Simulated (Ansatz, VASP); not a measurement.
**Cross-check of NaMgF3 (Neighborite) between VASP and Ansatz**

One calculation is typed for both programs; each brings its own data sets. How far apart do they land? Of the first pair: The cell is taken from a series of runs on this material, whose earlier steps may have relaxed, scaled, displaced or heated it; both programs get it as it stands.

Calculated with Ansatz 0.2.0; plane waves, with VASP 6.6.1 beside it; relaxation of cell and atoms at PBEsol.

**1. Set-up**

The structure is cubic, space group Pm-3m (No. 221). Conventional cell: a = 3.908 Å, b = 3.908 Å, c = 3.908 Å, α = 90.00°, β = 90.00°, γ = 90.00°. Nearest to Na lie 12 F at 2.76 Å. Nearest to Mg lie 6 F at 1.95 Å. Nearest to F lie 2 Mg at 1.95 Å and 4 Na at 2.76 Å. Farther neighbours and most contacts between anions are not listed.

**2. Ansatz: relaxation of cell and atoms, PBEsol, pair 1**

Ansatz runs on its PAW soft_1 files.

The relaxed volume is the usual yardstick between codes: in a stiff, nearly cubic crystal its relative difference is about their pressure difference at one cell divided by the bulk modulus.

input.yaml reads:

```yaml
crystal:
  lattice:
    - [3.907750296, 0.0, 0.0]
    - [0.0, 3.907750296, 0.0]
    - [0.0, 0.0, 3.907750296]
  atoms:
    - { symbol: Na, position: [0.0, 0.0, 0.0] }
    - { symbol: Mg, position: [0.5, 0.5, 0.5] }
    - { symbol: F, position: [0.5, 0.5, 0.0] }
    - { symbol: F, position: [0.0, 0.5, 0.5] }
    - { symbol: F, position: [0.5, 0.0, 0.5] }
kpoints:
  mp_grid: { grid: [8, 8, 8] }
hamiltonian:
  xc: pbesol
  pseudopotentials: { kind: paw, azcp: { folder: soft_1 }, xc_functional: pbe }
scf:
  occupations: { method: fixed }
output:
  forces: true
  stress: true
  eigenvalues: true
relax:
  adjacent_minimum: "off"
  f_tol: 0.001
  max_steps: 60
  cell: { stress_tol: 0.01 }
```

Run with:

```console
$ ansatz run input.yaml --threads 4 --pin off --max-ram 10240MiB --backend cpu --events-out ev --progress --plain --runs-dir out
```

Numbers of over 12 decimals in the logs are rounded to 6 here.

The program printed:

```text
Engine: ansatz 0.2.0, x86_64-unknown-linux-gnu
Pseudopotentials: kind: paw
Pseudopotential: Na, paw, valence charge 9, recommended cutoff 420 eV (normal), soft_1/Na.paw.azcp
Pseudopotential: Mg, paw, valence charge 10, recommended cutoff 420 eV (normal), soft_1/Mg.paw.azcp
Pseudopotential: F, paw, valence charge 7, recommended cutoff 420 eV (normal), soft_1/F.paw.azcp
Functional definition: PBEsol
  exchange = pbesol_x
  correlation = pbesol_c
Crystal: 5 atoms, lattice volume = 59.673 Å³
Basis set: ecut = 420 eV, 1189 PW (Γ), exchange–correlation on 54×54×54 points (8 copies of the dense FFT grid, shifted against one another)
Bands: 25, of which v1, the nominal top of the filled ones, is band 20 counted from 1 (19 counted from 0)
Symmetry: 48 space group operations
Space group: Pm-3m (ITA 221), of the structure as read, at distance tolerance 3.9e-5 Å
k-points: 35 of 512
Non-local potential: Na, projectors of the file, l = 0: 3, l = 1: 2, l = 2: 1
Non-local potential: Mg, projectors of the file, l = 0: 3, l = 1: 2, l = 2: 1
Non-local potential: F, projectors of the file, l = 0: 2, l = 1: 2, l = 2: 1
PAW form: soft (Blöchl's): semilocal exchange-correlation on the pseudo side does not see the compensation charge
PAW frozen core: Na, regenerated for the run's functional, and the local potential with it (the file was generated under x = pbe(κ = 0.804, μ = 0.219515), c = pbe(β = 0.066725))
PAW frozen core: Mg, regenerated for the run's functional, and the local potential with it (the file was generated under x = pbe(κ = 0.804, μ = 0.219515), c = pbe(β = 0.066725))
PAW frozen core: F, regenerated for the run's functional, and the local potential with it (the file was generated under x = pbe(κ = 0.804, μ = 0.219515), c = pbe(β = 0.066725))
PAW one-centre angular grid: Na, 110 points (default); XC on 64 Gauss nodes
PAW one-centre angular grid: Mg, 110 points (default); XC on 64 Gauss nodes
PAW one-centre angular grid: F, 110 points (default); XC on 64 Gauss nodes
Initial density: superposition of atomic densities (chi_scale 0.1, normalization cell, long waves kept (reshape's long-wave potential 0.01 eV rms))
Initial wavefunctions: pseudopotential atomic-orbital guess
Functional: x = pbesol(κ = 0.804, μ = 0.123457), c = pbesol(β = 0.046)
SCF iter   1: F=—  HF=-5800.307819 eV  |F-HF|=—  |Δ(HF+E_count)|=         —  Δρ=1.49e-1  dr2=9.08e0  ethr=3.10e-3  ⟨swp⟩=4.9  Hψ=3723  notcnv=0  defer=87
preconditioner: auto → Resta (q_TF=auto, 2.552 Å⁻¹)  ε∞=3.1  [insulator: Δε(μ)=3.548 eV  Ē_g=16.442 eV  n_scr=18 (ndim 8)  ℏωp=23.5 eV  f_vac=0.000  ε∞_Penn≈3.1]
SCF iter   2: F=—  HF=-5797.178171 eV  |F-HF|=—  |Δ(HF+E_count)|=    3.13e0  Δρ=5.23e-2  dr2=1.28e0  ethr=3.10e-3  ⟨swp⟩=3.0  Hψ=2047  notcnv=0  defer=86
SCF iter   3: F=—  HF=-5796.888925 eV  |F-HF|=—  |Δ(HF+E_count)|=   2.89e-1  Δρ=2.19e-2  dr2=3.18e-1  ethr=3.10e-3  ⟨swp⟩=2.3  Hψ=1477  notcnv=0  defer=69
SCF iter   4: F=—  HF=-5796.809209 eV  |F-HF|=—  |Δ(HF+E_count)|=   7.97e-2  Δρ=5.26e-3  dr2=1.77e-2  ethr=7.96e-4  ⟨swp⟩=2.5  Hψ=1376  notcnv=0  defer=88
SCF iter   5: F=—  HF=-5796.808511 eV  |F-HF|=—  |Δ(HF+E_count)|=   6.98e-4  Δρ=1.51e-3  dr2=7.15e-4  ethr=4.42e-5  ⟨swp⟩=2.0  Hψ=1484  notcnv=0  defer=94
SCF iter   6: F=—  HF=-5796.809356 eV  |F-HF|=—  |Δ(HF+E_count)|=   8.44e-4  Δρ=2.02e-4  dr2=1.43e-5  ethr=1.79e-6  ⟨swp⟩=2.0  Hψ=1570  notcnv=0  defer=97
SCF iter   7: F=—  HF=-5796.809131 eV  |F-HF|=—  |Δ(HF+E_count)|=   2.24e-4  Δρ=4.38e-5  dr2=1.12e-6  ethr=3.58e-8  ⟨swp⟩=2.1  Hψ=1564  notcnv=0  defer=92
SCF iter   8: F=-5796.809133 eV  HF=-5796.809133 eV  |F-HF|=5.68e-8  |Δ(HF+E_count)|=   1.85e-6  Δρ=1.15e-5  dr2=8.26e-8  ethr=2.50e-10  ⟨swp⟩=10.9  Hψ=4847  notcnv=0
SCF 1 converged in 8 iterations: F = -5796.809133 eV  dr2 = 8.26e-8
  greatest PAW one-centre occupation: 1.000 electrons in one spin orbital (limit 2), on the Mg atom at site 1 (counted from 0), in its partial waves of l = 0
relax step   1: F+E_penalty+E_count = -5796.80913332 eV  Δ(F+E_penalty+E_count) = +0.000e0 eV  max|allowed force component| = 5.206e-29 eV/Å  Δτ_max = 0.0000 Å  P = +0.013 GPa  Ω = 59.673 Å³  (8 SCF iters, dr2 threshold 1.00e-7 eV, accepted)
[...]
relax step   2: F+E_penalty+E_count = -5796.80912457 eV  Δ(F+E_penalty+E_count) = +8.747e-6 eV  max|allowed force component| = 1.080e-29 eV/Å  Δτ_max = 0.0000 Å  P = +0.008 GPa  Ω = 59.677 Å³  energy of the carried Pulay correction = -9.035e-6 eV  (6 SCF iters, dr2 threshold 4.49e-10 eV, accepted)
[...]
relax step   3: F+E_penalty+E_count = -5796.80934301 eV  Δ(F+E_penalty+E_count) = -2.184e-4 eV  max|allowed force component| = 8.645e-30 eV/Å  Δτ_max = 0.0000 Å  P = +0.009 GPa  Ω = 59.677 Å³  stress off target by 9.43e-3 GPa  SCF on the basis re-selected at this cell (its energy is not comparable with the rows above)  (7 SCF iters)
basis re-selected at this cell: Δ(F+E_penalty+E_count) = -2.184e-4 eV, ΔP = +0.001 GPa vs the last step (what re-selecting the basis moved, of the pressure what is left beyond the Pulay correction that the steps carried, after the strain that the cell walked since its last selection, with what the two solves' SCF thresholds leave and, on support functions, any second-order correction that the steps lacked; it is no m [...]
SCF converged after 7 iterations
Free energy (F): -5796.809343 eV
Harris-Foulkes:  -5796.809343 eV  (|F-HF|=2.73e-12)
Internal energy: -5796.809343 eV  (E = F + TS)
E sigma→0 (E₀):  -5796.809343 eV
Fermi energy:    1.651202 eV
--- Per-component energies (eV) ---
  E_band       = -656.091975
  E_kinetic    = 780.431205
  E_local      = -4717.438444  (includes V_loc(G=0)·N_el)
  E_nonlocal   = 736.205567
  E_hartree    = 1639.956705
  E_xc         = -292.879183
  E_vxc        = -378.268615  (∫ρ·V_xc dr)
  E_paw        = -1167.322673  (= ΣΔE_a)
  E_vpaw       = -356.936641  (= ΣTr[D̂ρ^β])
  E_aug_tail   = 0.001554  (compensation charges beyond the density's cutoff)
  E_ewald      = -2776.004959
  E_core_change = 0.240884  (= ΣΔE_core)
  E_smearing   = -0.000000  (= −TS)
  E_closure    = 0.000000  (closes the sum)
  Σ components = -5796.809343   (vs F -5796.809343, Δ=0.00e0)
--- Forces (eV/Å), atoms counted from 1 ---
  atom   1  Na    -0.00000000    -0.00000000    -0.00000000
  atom   2  Mg    -0.00000000    -0.00000000     0.00000000
  atom   3  F      0.00000000     0.00000000     0.00000000
  atom   4  F      0.00000000     0.00000000     0.00000000
  atom   5  F     -0.00000000     0.00000000     0.00000000
  max |Σ_I F_I| component: 1.89e-29 eV/Å
--- Stress (GPa, compression-positive) ---
        0.009434       0.000000      -0.000000
        0.000000       0.009434       0.000000
       -0.000000       0.000000       0.009434
  P = ⅓ Tr σ = 0.0094 GPa (0.094 kbar)
--- Band table (eV; the first three rows and the last of 35) ---
  k-point 0: bands = [... 16 lower, 0.9751, 1.1979, 1.1979, 1.1979, 7.6423, 15.1386, 15.1386, 15.2019, ... 1 higher]
  k-point 1: bands = [... 16 lower, 0.9434, 1.0263, 1.1714, 1.1714, 7.9139, 14.5094, 15.3314, 15.3749, ... 1 higher]
  k-point 2: bands = [... 16 lower, 0.8153, 0.8678, 1.1350, 1.1350, 8.6397, 13.3595, 15.8345, 15.8714, ... 1 higher]
  k-point 34: bands = [... 16 lower, 0.4703, 1.6512, 1.6512, 1.6512, 12.0585, 14.5518, 14.5518, 14.5518, ... 1 higher]
--- Relaxed structure (2 steps of the walk, 2 accepted, 1 SCFs on fresh bases) ---
  F+E_penalty+E_count = -5796.80934301 eV   max|allowed force component| = 8.645e-30 eV/Å   (the final SCF, on the basis selected at the relaxed cell)
  cell:  # Å, volume = 59.6773 Å³
    - [3.907837, 0.0, 0]
    - [0.0, 3.907837, 0]
    - [0, 0, 3.907837]
  atoms:
    - { symbol: Na, position: [0, 0, 0] }
    - { symbol: Mg, position: [0.5, 0.5, 0.5] }
    - { symbol: F, position: [0.5, 0.5, 0] }
    - { symbol: F, position: [0, 0.5, 0.5] }
    - { symbol: F, position: [0.5, 0, 0.5] }
```

In the SCF lines HF is the Harris–Foulkes energy and dr2 the Hartree energy of the density residual, in eV; the loop may stop once dr2 is under the threshold and the program's other checks hold. Hψ counts applications of the Hamiltonian.

**3. VASP: relaxation of cell and atoms, PBEsol, pair 1**

The same cell, functional and mesh now go to VASP, with its own data sets.

Lines of VASP's logs that name or quote its potential files are left out, and so is its time.

INCAR reads:

```
SYSTEM = NaMgF3
PREC = Accurate
ENCUT = 600
EDIFF = 1E-07
NELM = 120
ISMEAR = 0
SIGMA = 0.01
LREAL = .FALSE.
ALGO = Normal
GGA = PS
NBANDS = 21
LORBIT = 11
LWAVE = .FALSE.
LCHARG = .FALSE.
ISIF = 3
IBRION = 2
NSW = 80
EDIFFG = -0.005
LASPH = .TRUE.
GGA_COMPAT = .FALSE.
NELMIN = 4
EFERMI = MIDGAP
KPAR = 2
```

POSCAR reads:

```
NaMgF3
1.0
    3.9077500000      0.0000000000      0.0000000000
    0.0000000000      3.9077500000      0.0000000000
    0.0000000000      0.0000000000      3.9077500000
Na Mg F
1 1 3
Direct
    0.0000000000      0.0000000000      0.0000000000
    0.5000000000      0.5000000000      0.5000000000
    0.5000000000      0.5000000000      0.0000000000
    0.0000000000      0.5000000000      0.5000000000
    0.5000000000      0.0000000000      0.5000000000
```

KPOINTS reads:

```
Automatic mesh
0
Gamma
8 8 8
0 0 0
```

The projector-augmented-wave data sets are Na_pv, Mg and F (PBE family, release 64).

Run with:

```console
$ mpirun -np 2 vasp_std
```

The program printed:

```text
[banner, memory and clock lines left out]
running    2 mpi-ranks, on    1 nodes
 distrk:  each k-point on    1 cores,    2 groups
 distr:  one band on    1 cores,    1 groups

 POSCAR found type information on POSCAR NaMgF
 POSCAR found :  3 types and       5 ions
|                                                                             |
|               ----> ADVICE to this user running VASP <----                  |
|                                                                             |
|     You enforced a specific xc type in the INCAR file but a different       |
|     [... a line on the potential file left out ...]
|     I HOPE YOU KNOW WHAT YOU ARE DOING!                                     |
|                                                                             |

 LDA part: xc-table for (Slater+PW92), standard interpolation
 POSCAR, INCAR and KPOINTS ok, starting setup
 FFT: planning ... GRIDC
 FFT: planning ... GRID_SOFT
 FFT: planning ... GRID
 WAVECAR not read
 entering main loop
       N       E                     dE             d eps       ncg     rms          rms(c)
DAV:   1     0.304143385421E+03    0.30414E+03   -0.17425E+04  1499   0.172E+03
DAV:   2    -0.395120688909E+01   -0.30809E+03   -0.28755E+03  1828   0.447E+02
DAV:   3    -0.265242590071E+02   -0.22573E+02   -0.22459E+02  1680   0.122E+02
DAV:   4    -0.269091807704E+02   -0.38492E+00   -0.38460E+00  1761   0.169E+01
DAV:   5    -0.269159973821E+02   -0.68166E-02   -0.68164E-02  1624   0.225E+00    0.789E+00
DAV:   6    -0.250859834579E+02    0.18300E+01   -0.64956E+00  1806   0.185E+01    0.263E+00
DAV:   7    -0.250446884700E+02    0.41295E-01   -0.86466E-02  1642   0.274E+00    0.163E+00
DAV:   8    -0.250249124248E+02    0.19776E-01   -0.48026E-02  1873   0.446E+00    0.248E-01
DAV:   9    -0.250259046935E+02   -0.99227E-03   -0.16968E-02  1995   0.130E+00    0.210E-01
DAV:  10    -0.250251280553E+02    0.77664E-03   -0.33702E-03  1673   0.537E-01    0.287E-02
DAV:  11    -0.250251257001E+02    0.23553E-05   -0.84019E-05  1726   0.179E-01    0.116E-02
DAV:  12    -0.250251250121E+02    0.68794E-06   -0.17011E-05  1820   0.396E-02    0.407E-03
DAV:  13    -0.250251248691E+02    0.14306E-06   -0.13862E-06  1680   0.105E-02    0.739E-04
DAV:  14    -0.250251248845E+02   -0.15445E-07   -0.27829E-08  1075   0.185E-03
   1 F= -.25025125E+02 E0= -.25025125E+02  d E =-.250251E+02
 curvature:   0.00 expect dE= 0.000E+00 dE for cont linesearch  0.000E+00
 trial: gam= 0.00000 g(F)=  0.000E+00 g(S)=  0.175E-02 ort = 0.000E+00 (trialstep = 0.100E+01)
 search vector abs. value=  0.175E-02
 bond charge predicted
       N       E                     dE             d eps       ncg     rms          rms(c)
DAV:   1    -0.250416280543E+02   -0.16503E-01   -0.27046E-01  1730   0.575E+00    0.995E-01
DAV:   2    -0.250268823612E+02    0.14746E-01   -0.58456E-02  1715   0.198E+00    0.195E-01
DAV:   3    -0.250264044184E+02    0.47794E-03   -0.12331E-03  1665   0.580E-01    0.991E-02
DAV:   4    -0.250261882635E+02    0.21615E-03   -0.16810E-04  1857   0.320E-01    0.164E-02
DAV:   5    -0.250261834092E+02    0.48543E-05   -0.39678E-05  1755   0.684E-02    0.258E-03
DAV:   6    -0.250261833283E+02    0.80863E-07   -0.29086E-06  1719   0.208E-02    0.237E-03
DAV:   7    -0.250261835476E+02   -0.21926E-06   -0.25661E-07  1248   0.710E-03    0.625E-04
DAV:   8    -0.250261836858E+02   -0.13825E-06   -0.43702E-08   840   0.343E-03    0.337E-04
DAV:   9    -0.250261836589E+02    0.26949E-07   -0.77122E-09   815   0.835E-04
   2 F= -.25026184E+02 E0= -.25026184E+02  d E =-.105877E-02
 trial-energy change:   -0.001059  1 .order   -0.001055   -0.001752   -0.000358
 step:   1.2515(harm=  1.2565)  dis= 0.00000  next Energy=   -25.026229 (dE=-0.110E-02)
 bond charge predicted
       N       E                     dE             d eps       ncg     rms          rms(c)
DAV:   1    -0.250272054149E+02   -0.10217E-02   -0.17134E-02  1725   0.145E+00    0.250E-01
DAV:   2    -0.250262732017E+02    0.93221E-03   -0.36850E-03  1715   0.497E-01    0.490E-02
DAV:   3    -0.250262428739E+02    0.30328E-04   -0.77630E-05  1655   0.143E-01    0.248E-02
DAV:   4    -0.250262293150E+02    0.13559E-04   -0.10678E-05  1866   0.797E-02    0.407E-03
DAV:   5    -0.250262290862E+02    0.22888E-06   -0.23424E-06  1745   0.169E-02    0.635E-04
DAV:   6    -0.250262291378E+02   -0.51618E-07   -0.17607E-07  1091   0.512E-03
   3 F= -.25026229E+02 E0= -.25026229E+02  d E =-.110425E-02
 curvature:  -0.63 expect dE=-0.751E-07 dE for cont linesearch -0.751E-07
 trial: gam= 0.00000 g(F)=  0.302E-65 g(S)=  0.120E-06 ort =-0.145E-04 (trialstep = 0.105E+01)
 search vector abs. value=  0.120E-06
 reached required accuracy - stopping structural energy minimisation
```

OUTCAR, selected parts (step 3):

```text
ion  position               nearest neighbor table
   1  0.000  0.000  0.000-
   2  0.500  0.500  0.500-   3 1.95   4 1.95   5 1.95   3 1.95   5 1.95   4 1.95
   3  0.500  0.500  0.000-   2 1.95   2 1.95
   4  0.000  0.500  0.500-   2 1.95   2 1.95
   5  0.500  0.000  0.500-   2 1.95   2 1.95

  LATTYP: Found a simple cubic cell.
 ALAT       =     3.9077500000

 Subroutine GETGRP returns: Found 48 space group operations
 (whereof 48 operations were pure point group operations)

The static configuration has the point symmetry O_h .

 Found     35 irreducible k-points:

   k-points           NKPTS =     35   k-points in BZ     NKDIM =     35   number of bands    NBANDS=     21

   dimension x,y,z NGX =    32 NGY =   32 NGZ =   32
   dimension x,y,z NGXF=    64 NGYF=   64 NGZF=   64

   ENCUT  =  600.0 eV  44.10 Ry    6.64 a.u.   7.80  7.80  7.80*2*pi/ulx,y,z

   NELECT =      30.0000    total number of electrons

 k-points in reciprocal lattice and weights: Automatic mesh
   0.00000000  0.00000000  0.00000000       0.002
   0.12500000  0.00000000  0.00000000       0.012
   0.25000000  0.00000000  0.00000000       0.012
   0.37500000  0.00000000  0.00000000       0.012
   0.50000000  0.00000000  0.00000000       0.006
   0.12500000  0.12500000  0.00000000       0.023
   0.25000000  0.12500000  0.00000000       0.047
   0.37500000  0.12500000  0.00000000       0.047
   0.50000000  0.12500000  0.00000000       0.023
[...]
0.50000000  0.50000000  0.37500000       0.012
   0.50000000  0.50000000  0.50000000       0.002

 average (electrostatic) potential at core
       1 -47.2100       2 -37.4632       3 -77.3702       4 -77.3702       5 -77.3702

 E-fermi :   1.4770

 k-point     1 :       0.0000    0.0000    0.0000
  band No.  band energies     occupation
    ...
     11      -2.2133      2.00000
     12      -2.2133      2.00000
     13      -1.9875      2.00000
     14      -1.9875      2.00000
     15      -1.9875      2.00000
     16       4.4839      0.00000
     17      11.9878      0.00000
     18      11.9878      0.00000
     19      12.1287      0.00000
     20      14.1248      0.00000
    ...

 k-point     2 :       0.1250    0.0000    0.0000
  band No.  band energies     occupation
    ...
     11      -2.2501      2.00000
     12      -2.2463      2.00000
     13      -2.1615      2.00000
     14      -2.0144      2.00000
     15      -2.0144      2.00000
     16       4.7577      0.00000
     17      11.3755      0.00000
     18      12.1829      0.00000
     19      12.2898      0.00000
     20      13.9560      0.00000
    ...

 k-point     3 :       0.2500    0.0000    0.0000
  band No.  band energies     occupation
    ...
     11      -2.3770      2.00000
     12      -2.3770      2.00000
     13      -2.3235      2.00000
     14      -2.0514      2.00000
     15      -2.0514      2.00000
     16       5.4889      0.00000
     17      10.2277      0.00000
     18      12.6920      0.00000
     19      12.7880      0.00000
     20      13.7011      0.00000
    ...

  Total        0.0020325      0.0020325      0.0020325     -0.0000000      0.0000000      0.0000000
  in kB        0.0550612      0.0550612      0.0550612     -0.0000000      0.0000000      0.0000000
  external PRESSURE =       0.0550612 kB  Pullay stress =       0.0000000 kB

  energy-cutoff  :      600.00
  volume of cell :       59.14
      direct lattice vectors                 reciprocal lattice vectors
     3.896139754 -0.000000000 -0.000000000     0.256664304  0.000000000 -0.000000000
    -0.000000000  3.896139754 -0.000000000     0.000000000  0.256664304  0.000000000
     0.000000000 -0.000000000  3.896139754     0.000000000  0.000000000  0.256664304

 POSITION                                       TOTAL-FORCE (eV/Angst)
 -----------------------------------------------------------------------------------
      0.00000      0.00000      0.00000        -0.000000      0.000000      0.000000
      1.94807      1.94807      1.94807        -0.000000      0.000000      0.000000
      1.94807      1.94807     -0.00000        -0.000000      0.000000      0.000000
     -0.00000      1.94807      1.94807         0.000000     -0.000000      0.000000
      1.94807     -0.00000      1.94807        -0.000000     -0.000000      0.000000
 -----------------------------------------------------------------------------------
    total drift:                                0.000000     -0.000000     -0.000000

  FREE ENERGIE OF THE ION-ELECTRON SYSTEM (eV)
  ---------------------------------------------------
  free  energy   TOTEN  =       -25.0262291378 eV

  energy  without entropy=      -25.0262291378  energy(sigma->0) =      -25.02622914

 reached required accuracy - stopping structural energy minimisation

 total charge
# of ion       s       p       d       tot
------------------------------------------
    1        0.022   5.966   0.000   5.988
    2        0.138   0.184   0.095   0.417
    3        1.724   4.403   0.000   6.127
    4        1.724   4.403   0.000   6.127
    5        1.724   4.403   0.000   6.127
--------------------------------------------------
tot          5.333  19.360   0.095  24.787

[... 3 further parts left out ...]
```

CONTCAR:

```
NaMgF3
   1.00000000000000
     3.8961397542063292   -0.0000000000000000   -0.0000000000000000
    -0.0000000000000000    3.8961397542063292   -0.0000000000000000
     0.0000000000000000   -0.0000000000000000    3.8961397542063292
  Na              Mg              F
     1     1     3
Direct
     0.0000000000000000    0.0000000000000000    0.0000000000000000
     0.5000000000000000    0.5000000000000000    0.5000000000000000
     0.5000000000000000    0.5000000000000000    0.0000000000000000
     0.0000000000000000    0.5000000000000000    0.5000000000000000
     0.5000000000000000    0.0000000000000000    0.5000000000000000
```

The run keeps the 48 symmetry operations of its start, so it cannot find a distortion of lower symmetry.

[end of part 1 of 2]

[Lines on the potential files, build, host, timing and source positions are cut from VASP's logs without a mark.]

[Logs are printed without paths, hosts, clocks, repeated set-up lines and the standing remarks that a program may print on its own settings, such as how far it seeks lower states.]

[Hosts, paths, dates, database ids (printed as entryN), source tags and the programs' standing remarks are cut or masked in the printed files.]
